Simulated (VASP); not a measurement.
Level of theory: RPBE GGA, VASP's PBE PAW potentials (set 64) (plane waves; VASP).

VASP input:

File KPOINTS:
```
Automatic mesh
0
gamma
 6 6 6
```

### INCAR
```
! general
SYSTEM = KMgF3
PREC   = Accurate
ENCUT  = 520
LREAL  = .FALSE.
LASPH  = .TRUE.

! electronic loop
EDIFF  = 1E-7
NELM   = 100
ALGO   = Normal

! smearing
ISMEAR = 0
SIGMA  = 0.05

! functional
GGA    = RP

! ions
ISIF   = 2

! output
LWAVE  = .FALSE.
LCHARG = .FALSE.
```

File POSCAR:
```
KMgF3
1.0
  4.0835274953   0.0000000000   0.0000000000
  0.0000000000   4.0835274953   0.0000000000
  0.0000000000   0.0000000000   4.0835274953
K Mg F
1 1 3
Cartesian
  0.0000000000   0.0000000000   0.0000000000
  2.0417637477   2.0417637477   2.0417637477
  2.0417637477   0.0000000000   2.0417637477
  0.0000000000   2.0417637477   2.0417637477
  2.0417637477   2.0417637477   0.0000000000
```

POTCAR, in this order: K_sv Mg F (PBE.64 set). Program: vasp_std.

Question: Predict the energy per atom (σ→0), pressure, band gap (on the k-mesh).

Answer: 
- energy per atom (σ→0) = -448.1 kJ/mol of atoms
- band gap (on the k-mesh) = 7.08 eV
- pressure = 1.97 GPa

### OSZICAR
```
...
DAV:   8    -0.232193860155E+02   -0.31403E-01   -0.10324E-01   936   0.342E+00    0.293E-01
DAV:   9    -0.232206730909E+02   -0.12871E-02   -0.13498E-02  1008   0.886E-01    0.133E-01
DAV:  10    -0.232216228322E+02   -0.94974E-03   -0.17183E-03  1068   0.358E-01    0.528E-02
DAV:  11    -0.232216640741E+02   -0.41242E-04   -0.18355E-04   964   0.107E-01    0.320E-02
DAV:  12    -0.232216441135E+02    0.19961E-04   -0.12582E-04   920   0.787E-02    0.395E-03
DAV:  13    -0.232216449026E+02   -0.78913E-06   -0.44815E-06   976   0.165E-02    0.132E-03
DAV:  14    -0.232216448624E+02    0.40244E-07   -0.63471E-07   928   0.640E-03
   1 F= -.23221645E+02 E0= -.23221645E+02  d E =-.141154E-16
```

The compound is KMgF3 in the cubic perovskite structure. This cell is one point of a volume scan, at 0.97 of the reference volume.
